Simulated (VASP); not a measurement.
A convergence study with VASP on Mg$_{2}$Si (antifluorite): one setting is varied, all else stays as given below, so the limit is that of these other settings.

```yaml
crystal:
  lattice:
    - [0.00000, 3.17500, 3.17500]
    - [3.17500, 0.00000, 3.17500]
    - [3.17500, 3.17500, 0.00000]
  atoms:
    - { symbol: Mg, position: [0.25000, 0.25000, 0.25000] }
    - { symbol: Mg, position: [0.75000, 0.75000, 0.75000] }
    - { symbol: Si, position: [0.00000, 0.00000, 0.00000] }
```

All values below come from PBE GGA, VASP's PBE PAW potentials (set 64) (plane waves; VASP 6.6.1). The tightest run used: 550 eV cut-off, 11×11×11 Monkhorst-Pack mesh, Gaussian smearing of 0.050 eV, potentials Mg Si.

```
setting     E (eV/atom)  pressure (GPa)  irreducible k-points
----------  -----------  --------------  --------------------
1×1×1 mesh       1.1454           10.31                     1
2×2×2 mesh      -2.9231            0.28                     2
3×3×3 mesh      -2.8013            0.37                     4
```

Problem. These are the cheaper rows. Estimate the results at 11×11×11 mesh, and how far the last row shown lies from them.

Solution. 
```tsv
quantity	tightest run	last row shown is off by
E (eV/atom)	-2.9724	0.1712
pressure (GPa)	0.26	0.11
```

Left out are rungs that failed or repeat a setting and relaxations that didn't move; long series are thinned to 24 rows.

The compound is Mg2Si in the antifluorite structure. The cell was not relaxed at this level.
